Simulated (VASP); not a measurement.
An input for Quantum ESPRESSO's pw.x (written as the equivalent of a VASP run, and not itself run):

```
&CONTROL
  calculation = 'scf'
  pseudo_dir = './pseudo'
  outdir = './out'
  tprnfor = .true.
  tstress = .true.
/
&SYSTEM
  ibrav = 0
  nat = 3
  ntyp = 2
  ecutwfc = 88
  occupations = 'tetrahedra'
  input_dft = 'vdw-df-ob86'
/
&ELECTRONS
  conv_thr = 7.3e-09
  electron_maxstep = 100
/
ATOMIC_SPECIES
  Be 9.012 Be.upf
  C 12.011 C.upf
CELL_PARAMETERS angstrom
     0.0000000    2.1678911    2.1678911
     2.1678911    0.0000000    2.1678911
     2.1678911    2.1678911    0.0000000
ATOMIC_POSITIONS crystal
  Be   0.2500000  0.2500000  0.2500000
  Be   0.7500000  0.7500000  0.7500000
  C    0.0000000  0.0000000  0.0000000
K_POINTS automatic
  10 10 10 0 0 0
```

Problem. Translate this input to VASP (INCAR, KPOINTS, POSCAR, choice of POTCAR).

Solution. Several could match; the one computed here: 
### POSCAR
```
Be2C
1
    0.0000000000     2.1678911276     2.1678911276
    2.1678911276     0.0000000000     2.1678911276
    2.1678911276     2.1678911276     0.0000000000
Be C
2 1
Direct
  0.2500000000   0.2500000000   0.2500000000
  0.7500000000   0.7500000000   0.7500000000
  0.0000000000   0.0000000000   0.0000000000
```

### KPOINTS
```
Automatic mesh
0
gamma
  10 10 10
```

**INCAR**
```
SYSTEM = Be2C
PREC = Accurate; ENCUT = 520; LREAL = .False.
LASPH = .True.
EDIFF = 1E-7; NELM = 100; ALGO = Normal
ISMEAR = -5
GGA = MK; LUSE_VDW = .True.; AGGAC = 0.0
PARAM1 = 0.1234; PARAM2 = 1.0
ISIF = 2
LWAVE = .False.; LCHARG = .True.; LORBIT = 11
NEDOS = 601
LEFG = .True.
```

POTCAR, in this order: Be C (PBE.64 set). Program: vasp_std.

Limits of the translation: the potentials are each code's own (VASP's PAW set, PseudoDojo norm-conserving files in pw.x), so ENCUT and ecutwfc are chosen apart and not converted; conv_thr bounds pw.x's estimated SCF error, while EDIFF bounds the energy change between steps; the field gradients of LEFG aren't asked of the other code.

The compound is Be2C in the antifluorite structure. It was relaxed first.
